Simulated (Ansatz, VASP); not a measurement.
**One calculation of NaB, two programs**

```
Na B
1.0
     0.00000    2.68387    2.68387
     2.68387    0.00000    2.68387
     2.68387    2.68387    0.00000
Na B
1 1
Direct
  0.00000 0.00000 0.00000
  0.50000 0.50000 0.50000
```

The cell comes from a database or a generator and needn't be the stable form of this composition.

Alike in both runs: task single point; functional PBE; k mesh 18 × 18 × 18; occupations gaussian, width 0.15 eV; no spin polarisation.

```csv
,VASP,Ansatz
version,VASP 6.6.1,Ansatz 0.2.0
potentials or method,"VASP PAW PBE potentials, release 64 (Na_pv, B)","scalar-relativistic, plane waves, PAW"
plane-wave cutoff (eV),520,420
valence electrons in the cell,10,12
```

```tsv
	VASP	Ansatz	Ansatz less VASP
gap on the k mesh at the Fermi level (eV)	none	none	-
pressure (GPa)	0.2	0.2	-0.04
```

A gap of «none» marks a metal or a gap that the smearing closes. The two sets of potentials don't hold the same shells in valence.
